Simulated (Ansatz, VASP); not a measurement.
# Ag3PbSBr3 in two plane-wave programs, part 2 of 3

Aim: how closely do two programs agree when they are given the same cell, functional and k mesh? The cell is generated by rule, not measured, and may not be a known phase. Of the first pair: The two relaxations start from unlike cells of this crystal (the structure described is Ansatz's start), so only their ends are compared.

VASP 6.6.1 and Ansatz 0.2.0.

So far: Set-up; VASP: relaxation of cell and atoms, LDA, pair 1.

**3. Ansatz: relaxation of cell and atoms, LDA, pair 1**

Level of this step: Ansatz beside VASP: Kohn-Sham DFT, plane waves, LDA (Ansatz).

Ansatz runs on its default PAW (the set named soft_2) files.

Its own start cell and the same functional (in two slightly different forms), mesh and smearing now go to Ansatz, which takes its cutoff from its data sets.

Contents of input.yaml:

```yaml
crystal:
  lattice:
    - [2.90625, 2.90625, 0.0]
    - [-2.90625, 2.90625, 0.0]
    - [0.0, 0.0, 11.625]
  atoms:
    - { symbol: Ag, position: [0.5, 0.5, 0.25] }
    - { symbol: Ag, position: [0.0, 0.0, 0.5] }
    - { symbol: Ag, position: [0.5, 0.5, 0.75] }
    - { symbol: Br, position: [1.0, 0.0, 0.25] }
    - { symbol: Br, position: [0.5, 0.5, 0.5] }
    - { symbol: Br, position: [1.0, 0.0, 0.75] }
    - { symbol: Pb, position: [0.0, 0.0, 0.0] }
    - { symbol: S, position: [0.5, 0.5, 0.0] }
kpoints:
  mp_grid: { grid: [6, 6, 2] }
hamiltonian:
  xc: lda
scf:
  occupations: { method: gaussian, width: 0.1 }
output:
  forces: true
  stress: true
  eigenvalues: true
relax:
  adjacent_minimum: "off"
  f_tol: 0.05
  max_steps: 80
  cell: { stress_tol: 0.5 }
```

Run with:

```sh
$ ansatz run input.yaml --threads 8 --pin off --max-ram 14336MiB --backend cpu --events-out ev --progress --plain --runs-dir out
```

Numbers of over 12 decimals in the logs are rounded to 6 here.

What it wrote:

```text
The last accepted step is kept in <dir> (removed where the run ends without a failure and the disk answers)
Engine: ansatz 0.2.0, x86_64-unknown-linux-gnu
Pseudopotentials: kind: paw
Pseudopotential: Ag, paw, valence charge 19, recommended cutoff 420 eV (normal), Ag.paw.azcp
Pseudopotential: Br, paw, valence charge 7, recommended cutoff 420 eV (normal), Br.paw.azcp
Pseudopotential: Pb, paw, valence charge 14, recommended cutoff 420 eV (normal), Pb.paw.azcp
Pseudopotential: S, paw, valence charge 6, recommended cutoff 420 eV (normal), S.paw.azcp
Functional definition: SPW92
  exchange = slater_x
  correlation = pw_c
Crystal: 8 atoms, lattice volume = 196.376 Å³
Basis set: ecut = 420 eV, 3887 PW (Γ)
Bands: 59, of which v1, the nominal top of the filled ones, is band 49 counted from 1 (48 counted from 0)
Symmetry: 16 space group operations
Space group: P4/mmm (ITA 123), of the structure as read, at distance tolerance 5.8e-5 Å
k-points: 20 of 72
Non-local potential: Ag, projectors of the file, l = 0: 3, l = 1: 2, l = 2: 2, l = 3: 1
Non-local potential: Br, projectors of the file, l = 0: 2, l = 1: 2, l = 2: 2
Non-local potential: Pb, projectors of the file, l = 0: 2, l = 1: 2, l = 2: 2, l = 3: 2
Non-local potential: S, projectors of the file, l = 0: 2, l = 1: 2, l = 2: 2
PAW form: soft (Blöchl's): semilocal exchange-correlation on the pseudo side does not see the compensation charge
PAW frozen core: Ag, regenerated for the run's functional, and the local potential with it (the file was generated under x = pbe(κ = 0.804, μ = 0.219515), c = pbe(β = 0.066725))
PAW frozen core: Br, regenerated for the run's functional, and the local potential with it (the file was generated under x = pbe(κ = 0.804, μ = 0.219515), c = pbe(β = 0.066725))
PAW frozen core: Pb, regenerated for the run's functional, and the local potential with it (the file was generated under x = pbe(κ = 0.804, μ = 0.219515), c = pbe(β = 0.066725))
PAW frozen core: S, regenerated for the run's functional, and the local potential with it (the file was generated under x = pbe(κ = 0.804, μ = 0.219515), c = pbe(β = 0.066725))
PAW one-centre angular grid: Ag, 590 points (default); XC on 64 Gauss nodes
PAW one-centre angular grid: Br, 110 points (default); XC on 64 Gauss nodes
PAW one-centre angular grid: Pb, 590 points (default); XC on 64 Gauss nodes
PAW one-centre angular grid: S, 110 points (default); XC on 64 Gauss nodes
Initial density: superposition of atomic densities (neutral atoms: chi_scale 0, normalization atom), corrected by the library's trained network
Initial wavefunctions: pseudopotential atomic-orbital guess
Functional: x = slater, c = lda
SCF iter   1: F=—  HF=-42929.869869 eV  |F-HF|=—  |Δ(HF+E_count)|=         —  Δρ=8.64e-3  dr2=1.31e-1  ethr=1.77e-3  ⟨swp⟩=6.8  Hψ=4705  notcnv=0  defer=10
preconditioner: auto → LDOS  [insulator: Δε(μ)=0.261 eV  Ē_g=10.470 eV  σ=0.100 eV  W_gap=0.62  n_scr=56 (ndim 8)  ℏωp=22.8 eV  f_vac=0.017  D(μ)=0.46/eV (n_scr^D=2)  ε∞_Penn≈5.7  β→1.0]
SCF iter   2: F=—  HF=-42929.916094 eV  |F-HF|=—  |Δ(HF+E_count)|=   4.62e-2  Δρ=1.24e-2  dr2=2.66e-1  ethr=1.34e-4  ⟨swp⟩=2.1  Hψ=2471  notcnv=0  defer=72
SCF iter   3: F=—  HF=-42929.835521 eV  |F-HF|=—  |Δ(HF+E_count)|=   8.06e-2  Δρ=2.75e-3  dr2=1.59e-2  ethr=1.34e-4  ⟨swp⟩=2.0  Hψ=2211  notcnv=0  defer=72
SCF iter   4: F=—  HF=-42929.830713 eV  |F-HF|=—  |Δ(HF+E_count)|=   4.81e-3  Δρ=4.04e-4  dr2=6.12e-4  ethr=1.63e-5  ⟨swp⟩=2.1  Hψ=1891  notcnv=0  defer=21
SCF iter   5: F=—  HF=-42929.830525 eV  |F-HF|=—  |Δ(HF+E_count)|=   1.88e-4  Δρ=7.95e-5  dr2=4.36e-5  ethr=6.25e-7  ⟨swp⟩=2.0  Hψ=1735  notcnv=0  defer=21
SCF iter   6: F=—  HF=-42929.830557 eV  |F-HF|=—  |Δ(HF+E_count)|=   3.25e-5  Δρ=2.67e-5  dr2=2.06e-6  ethr=4.45e-8  ⟨swp⟩=2.0  Hψ=1651  notcnv=0  defer=21
SCF iter   7: F=-42929.830557 eV  HF=-42929.830557 eV  |F-HF|=3.00e-8  |Δ(HF+E_count)|=   4.65e-7  Δρ=6.29e-6  dr2=3.95e-8  ethr=1.02e-10  ⟨swp⟩=10.1  Hψ=6719  notcnv=0
SCF 1 converged in 7 iterations: F = -42929.830557 eV  dr2 = 3.95e-8
  greatest PAW one-centre occupation: 1.002 electrons in one spin orbital (limit 2), on the Ag atom at site 2 (counted from 0), in its partial waves of l = 0
relax step   1: F+E_penalty+E_count = -42929.83055681 eV  Δ(F+E_penalty+E_count) = +0.000e0 eV  max|allowed force component| = 8.524e-1 eV/Å  Δτ_max = 0.0000 Å  P = -3.678 GPa  Ω = 196.376 Å³  (7 SCF iters, dr2 threshold 1.00e-7 eV, accepted)
[...]
relax step   3: F+E_penalty+E_count = -42930.26369787 eV  Δ(F+E_penalty+E_count) = -4.814e-2 eV  max|allowed force component| = 2.756e-1 eV/Å  Δτ_max = 0.1612 Å  P = +1.427 GPa  Ω = 177.580 Å³  energy of the carried Pulay correction = +3.095e-3 eV  (7 SCF iters, dr2 threshold 8.00e-7 eV, accepted)
[...]
relax step   4: F+E_penalty+E_count = -42930.28845431 eV  Δ(F+E_penalty+E_count) = -2.476e-2 eV  max|allowed force component| = 4.162e-2 eV/Å  Δτ_max = 0.0358 Å  P = -0.254 GPa  Ω = 181.918 Å³  energy of the carried Pulay correction = +2.353e-3 eV  (5 SCF iters, dr2 threshold 8.00e-7 eV, accepted)
[...]
relax step   5: F+E_penalty+E_count = -42930.28596853 eV  Δ(F+E_penalty+E_count) = +2.486e-3 eV  max|allowed force component| = 4.167e-2 eV/Å  Δτ_max = 0.0000 Å  P = -0.252 GPa  Ω = 181.918 Å³  stress off target by 3.85e-1 GPa  SCF on the basis re-selected at this cell (its energy is not comparable with the rows above)  (5 SCF iters)
basis re-selected at this cell: Δ(F+E_penalty+E_count) = +2.486e-3 eV, ΔP = +0.002 GPa vs the last step (what re-selecting the basis moved, of the pressure what is left beyond the Pulay correction that the steps carried, after the strain that the cell walked since its last selection, with what the two solves' SCF thresholds leave and, on support functions, any second-order correction that the steps lacked; it is no measure of the basis error at this ecutwfc). The dense FFT grid was sized anew with the basis: this SCF ran on 27×27×80 points, the steps before it on 30×30×80, so part of this shift can come from that change (see relax.cell in the input reference). [rest of the remark cut]
SCF converged after 5 iterations
Free energy (F): -42930.285969 eV
Harris-Foulkes:  -42930.285969 eV  (|F-HF|=3.49e-10)
Internal energy: -42930.283995 eV  (E = F + TS)
E sigma→0 (E₀):  -42930.284982 eV
Entropy (-TS):   -0.001974 eV (-0.247 meV/atom)
Fermi energy:    9.558724 eV
--- Per-component energies (eV) ---
  E_band       = -1096.835855
  E_kinetic    = 2384.093698
  E_local      = -11122.644730  (includes V_loc(G=0)·N_el)
  E_nonlocal   = 868.267104
  E_hartree    = 4818.466228
  E_xc         = -1647.423123
  E_vxc        = -1236.148747  (∫ρ·V_xc dr)
  E_paw        = -28471.040860  (= ΣΔE_a)
  E_vpaw       = -1627.335844  (= ΣTr[D̂ρ^β])
  E_aug_tail   = 0.000844  (compensation charges beyond the density's cutoff)
  E_ewald      = -9762.872597
  E_core_change = 2.869440  (= ΣΔE_core)
  E_smearing   = -0.001974  (= −TS)
  E_closure    = -0.000000  (closes the sum)
  Σ components = -42930.285969   (vs F -42930.285969, Δ=0.00e0)
--- Forces (eV/Å), atoms counted from 1 ---
  atom   1  Ag     0.00000000     0.00000000    -0.04167145
  atom   2  Ag     0.00000000    -0.00000000     0.00000000
  atom   3  Ag     0.00000000     0.00000000     0.04167145
  atom   4  Br     0.00000000     0.00000000    -0.01256990
  atom   5  Br    -0.00000000     0.00000000     0.00000000
  atom   6  Br     0.00000000     0.00000000     0.01256990
  atom   7  Pb     0.00000000    -0.00000000     0.00000000
  atom   8  S     -0.00000000     0.00000000     0.00000000
  max |Σ_I F_I| component: 2.05e-29 eV/Å
--- Stress (GPa, compression-positive) ---
       -0.184965      -0.000000       0.000000
        0.000000      -0.184965       0.000000
        0.000000       0.000000      -0.385424
  P = ⅓ Tr σ = -0.2518 GPa (-2.518 kbar)
--- Band table (eV; the first three rows and the last of 20) ---
  k-point 0: bands = [... 45 lower, 7.0993, 7.0993, 7.1244, 7.4207, 9.4749, 11.5748, 11.8390, 12.7019, ... 6 higher]
  k-point 1: bands = [... 45 lower, 6.8355, 7.1763, 7.1763, 7.3772, 10.5371, 10.5865, 10.8033, 13.8944, ... 6 higher]
  k-point 2: bands = [... 45 lower, 7.3157, 7.5512, 7.9362, 8.0123, 10.3766, 12.0277, 12.1332, 12.4467, ... 6 higher]
  k-point 19: bands = [... 45 lower, 6.6123, 6.7561, 6.8335, 7.2264, 10.6740, 11.0504, 11.1788, 14.1447, ... 6 higher]
--- Relaxed structure (4 steps of the walk, 4 accepted, 1 SCFs on fresh bases) ---
  F+E_penalty+E_count = -42930.28596853 eV   max|allowed force component| = 4.167e-2 eV/Å   (the final SCF, on the basis selected at the relaxed cell)
  cell:  # Å, volume = 181.9180 Å³
    - [2.846917, 2.846917, 0.0]
    - [-2.846917, 2.846917, 0.0]
    - [0.0, 0.0, 11.222673]
  atoms:
    - { symbol: Ag, position: [0.5, 0.5, 0.231462] }
    - { symbol: Ag, position: [0, 0, 0.5] }
    - { symbol: Ag, position: [0.5, 0.5, 0.768538] }
    - { symbol: Br, position: [1.0, 0.0, 0.264871] }
    - { symbol: Br, position: [0.5, 0.5, 0.5] }
    - { symbol: Br, position: [1.0, 0.0, 0.735129] }
    - { symbol: Pb, position: [0, 0, -3.7305881203802304e-19] }
    - { symbol: S, position: [0.5, 0.5, -3.7305881203802304e-19] }
```

**4. Differences**

Known differences besides the potentials themselves: the two LDA forms differ slightly; the data sets hold 98 valence electrons in Ansatz (on its default PAW (the set named soft_2) files) and 74 in VASP; the cutoff is 420 eV in Ansatz and 500 eV in VASP; VASP's log shows a relativistic correction to its local exchange, Ansatz's none; Ansatz adds a Pulay correction to the stress that steers its cell, VASP none. Total energies have different zeros and are not compared.

The two programs side by side:

| quantity | Ansatz | VASP | difference |
| --- | --- | --- | --- |
| volume (Å³) | 181.92 | 181.51 | +0.23 % |
| edge a after relaxation, in the typed setting (Å) | 4.026 | 4.024 | +0.06 % |
| edge c after relaxation, in the typed setting (Å) | 11.223 | 11.211 | +0.11 % |

**5. Ansatz: relaxation of cell and atoms, LDA, pair 2**

The relaxed volume is the usual yardstick between codes: in a stiff, nearly cubic crystal its relative difference is about their pressure difference at one cell divided by the bulk modulus. Its start cell is another than that of the pair before, and may be another structure of the material.

The cell is taken from a series of runs on this material, whose earlier steps may have relaxed, scaled, displaced or heated it; both programs get it as it stands.

Contents of input.yaml:

```yaml
crystal:
  lattice:
    - [2.8469166039, 2.8469166039, 0.0]
    - [-2.8469166039, 2.8469166039, 0.0]
    - [0.0, 0.0, 11.2226725221]
  atoms:
    - { symbol: Ag, position: [0.5, 0.5, 0.2314620375] }
    - { symbol: Ag, position: [0.0, 0.0, 0.5] }
    - { symbol: Ag, position: [0.5, 0.5, 0.7685379625] }
    - { symbol: Br, position: [1.0, 0.0, 0.2648708901] }
    - { symbol: Br, position: [0.5, 0.5, 0.5] }
    - { symbol: Br, position: [1.0, 0.0, 0.7351291099] }
    - { symbol: Pb, position: [0.0, 0.0, 0.0] }
    - { symbol: S, position: [0.5, 0.5, 0.0] }
kpoints:
  mp_grid: { grid: [8, 8, 4] }
hamiltonian:
  xc: lda
scf:
  occupations: { method: gaussian, width: 0.1 }
output:
  forces: true
  stress: true
  eigenvalues: true
relax:
  adjacent_minimum: "off"
  f_tol: 0.005
  max_steps: 80
  cell: { stress_tol: 0.05 }
```

What it wrote:

```text
[...]
Crystal: 8 atoms, lattice volume = 181.918 Å³
Basis set: ecut = 420 eV, 3581 PW (Γ)
Bands: 59, of which v1, the nominal top of the filled ones, is band 49 counted from 1 (48 counted from 0)
Symmetry: 16 space group operations
[...]
k-points: 45 of 256
[...]
- [-2.844182, 2.844182, 0]
    - [0, 0, 11.207508]
  atoms:
    - { symbol: Ag, position: [0.500000, 0.500000, 0.229601] }
    - { symbol: Ag, position: [0, 0, 0.500000] }
    - { symbol: Ag, position: [0.500000, 0.500000, 0.770399] }
    - { symbol: Br, position: [1.000000, 0, 0.264899] }
    - { symbol: Br, position: [0.500000, 0.500000, 0.500000] }
    - { symbol: Br, position: [1.000000, 0, 0.735101] }
    - { symbol: Pb, position: [0, 0, 0] }
    - { symbol: S, position: [0.500000, 0.500000, 0] }
[key lines of the parts left out:]
SCF converged after 4 iterations
Free energy (F): -42930.291424 eV
Fermi energy:    9.630232 eV
P = ⅓ Tr σ = -0.0018 GPa (-0.018 kbar)
```

**6. VASP: relaxation of cell and atoms, LDA, pair 2**

The same cell, functional (in two slightly different forms), mesh and smearing now go to VASP, with its own data sets.

Contents of INCAR:

```
SYSTEM = Ag3PbSBr3
PREC = Accurate
ENCUT = 500
EDIFF = 1E-07
NELM = 120
ISMEAR = 0
SIGMA = 0.1
LREAL = .FALSE.
ALGO = Normal
GGA = CA
NBANDS = 45
LASPH = .TRUE.
LORBIT = 11
LWAVE = .FALSE.
LCHARG = .FALSE.
ISIF = 3
IBRION = 2
NSW = 80
EDIFFG = -0.005
GGA_COMPAT = .FALSE.
NELMIN = 4
KPAR = 2
```

Contents of POSCAR:

```
Ag3PbSBr3
1.0
    2.8469170000      2.8469170000      0.0000000000
   -2.8469170000      2.8469170000      0.0000000000
    0.0000000000      0.0000000000     11.2226730000
Ag Br Pb S
3 3 1 1
Direct
    0.5000000000      0.5000000000      0.2314620590
    0.0000000000      0.0000000000      0.4999999554
    0.5000000000      0.5000000000      0.7685379410
    0.0000000000      0.0000000000      0.2648708556
    0.5000000000      0.5000000000      0.4999999554
    0.0000000000      0.0000000000      0.7351290553
    0.0000000000      0.0000000000      0.0000000000
    0.5000000000      0.5000000000      0.0000000000
```

Contents of KPOINTS:

```
Automatic mesh
0
Gamma
8 8 4
0 0 0
```

The projector-augmented-wave data sets are Ag, Br, Pb_d and S (LDA family, release 64).

Run with:

```sh
$ mpirun -np 2 vasp_std
```

What it wrote:

```text
[... set-up lines as in an earlier step ...]
 entering main loop
       N       E                     dE             d eps       ncg     rms          rms(c)
DAV:   1     0.632733320213E+03    0.63273E+03   -0.33589E+04  4058   0.155E+03
DAV:   2     0.404578866172E+02   -0.59228E+03   -0.56901E+03  4322   0.379E+02
DAV:   3    -0.271011091785E+02   -0.67559E+02   -0.66009E+02  5016   0.133E+02
DAV:   4    -0.299370283040E+02   -0.28359E+01   -0.28162E+01  4597   0.277E+01
[...]
DAV:  13    -0.291531828337E+02   -0.44964E-06   -0.67429E-06  4873   0.109E-02    0.366E-03
DAV:  14    -0.291531827079E+02    0.12585E-06   -0.10941E-06  5135   0.801E-03    0.177E-03
DAV:  15    -0.291531827098E+02   -0.19545E-08   -0.13796E-07  2951   0.308E-03
   1 F= -.29153183E+02 E0= -.29152847E+02  d E =-.291532E+02
[... from here on, the cycles between the ionic steps are left out ...]
   2 F= -.29153670E+02 E0= -.29153338E+02  d E =-.487094E-03
   3 F= -.29153673E+02 E0= -.29153342E+02  d E =-.489945E-03
   4 F= -.29153892E+02 E0= -.29153561E+02  d E =-.219595E-03
   5 F= -.29154071E+02 E0= -.29153739E+02  d E =-.398201E-03
   6 F= -.29154248E+02 E0= -.29153916E+02  d E =-.177607E-03
   7 F= -.29154377E+02 E0= -.29154042E+02  d E =-.306135E-03
   8 F= -.29154402E+02 E0= -.29154067E+02  d E =-.330676E-03
   9 F= -.29154413E+02 E0= -.29154080E+02  d E =-.111059E-04
  10 F= -.29154423E+02 E0= -.29154089E+02  d E =-.212775E-04
  11 F= -.29154438E+02 E0= -.29154104E+02  d E =-.148217E-04
 trial-energy change:   -0.000015  1 .order   -0.000014   -0.000029    0.000001
 step:   1.8204(harm=  1.8139)  dis= 0.00123  next Energy=   -29.154438 (dE=-0.148E-04)
 reached required accuracy - stopping structural energy minimisation
```

Parts of OUTCAR (step 6):

```text
  Total       -0.0052867     -0.0052867      0.0009426      0.0000000     -0.0000000      0.0000000
  in kB       -0.0466446     -0.0466446      0.0083167      0.0000000     -0.0000000      0.0000000
  external PRESSURE =      -0.0283242 kB  Pullay stress =       0.0000000 kB

 POSITION                                       TOTAL-FORCE (eV/Angst)
 -----------------------------------------------------------------------------------
      0.00000      2.84518      2.57465         0.000000      0.000000      0.000361
      0.00000      0.00000      5.60811         0.000000      0.000000      0.000000
      0.00000      2.84518      8.64158        -0.000000     -0.000000     -0.000361
      0.00000      0.00000      2.97121        -0.000000     -0.000000     -0.000219
      0.00000      2.84518      5.60811         0.000000      0.000000      0.000000
      0.00000      0.00000      8.24501         0.000000      0.000000      0.000219
     -0.00000      0.00000      0.00000         0.000000     -0.000000      0.000000
      0.00000      2.84518     -0.00000         0.000000      0.000000      0.000000
 -----------------------------------------------------------------------------------
    total drift:                               -0.000000      0.000000      0.000993

  FREE ENERGIE OF THE ION-ELECTRON SYSTEM (eV)
  ---------------------------------------------------
  free  energy   TOTEN  =       -29.1544376310 eV

  energy  without entropy=      -29.1537701623  energy(sigma->0) =      -29.15410390

[... 1 part as in an earlier step ...]

[... 3 further parts left out ...]
[key lines of the parts left out:]
E-fermi :   5.4746
```

**7. Side by side**

What differs besides the data sets and the points named for the pairs above, as far as they apply: the data sets hold 98 valence electrons in Ansatz (on its default PAW (the set named soft_2) files) and 74 in VASP. Total energies have different zeros and are not compared.

The two programs side by side:

| quantity | Ansatz | VASP | difference |
| --- | --- | --- | --- |
| volume (Å³) | 181.32 | 181.59 | -0.15 % |
| edge a after relaxation, in the typed setting (Å) | 4.022 | 4.024 | -0.03 % |
| edge c after relaxation, in the typed setting (Å) | 11.207 | 11.216 | -0.08 % |

(Part 2 of 3 ends here.)

[Lines on the potential files, build, host, timing and source positions are cut from VASP's logs without a mark.]

[Logs are printed without paths, hosts, clocks, repeated set-up lines and the standing remarks that a program may print on its own settings, such as how far it seeks lower states.]

[Hosts, paths, dates, database ids (printed as entryN), source tags and the programs' standing remarks are cut or masked in the printed files.]
